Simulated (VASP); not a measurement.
Input:

```xyz
2
Lattice="0.0000 3.0623 3.0623 3.0623 0.0000 3.0623 3.0623 3.0623 0.0000" Properties=species:S:1:pos:R:3 pbc="T T T"
Cd     0.0000     0.0000     0.0000
Se     1.5311     1.5311     1.5311
```

All values below come from PBE GGA with D4 dispersion, VASP's PBE PAW potentials (set 64) (plane waves; VASP 6.6.1). Run with 520 eV cut-off, Gaussian smearing of 0.050 eV, potentials Cd Se.

Problem. Predict the band gap (along the path) with the smallest direct gap where there is one.

Solution. 
```json
{
  "band gap (along the path)": "0.57 eV",
  "smallest direct gap (along the path)": "0.57 eV"
}
```

Total energies compare only between runs with the same potentials, cut-off and functional.

The compound is CdSe in the zinc blende structure, whereas wurtzite is the usual form. It was relaxed first.
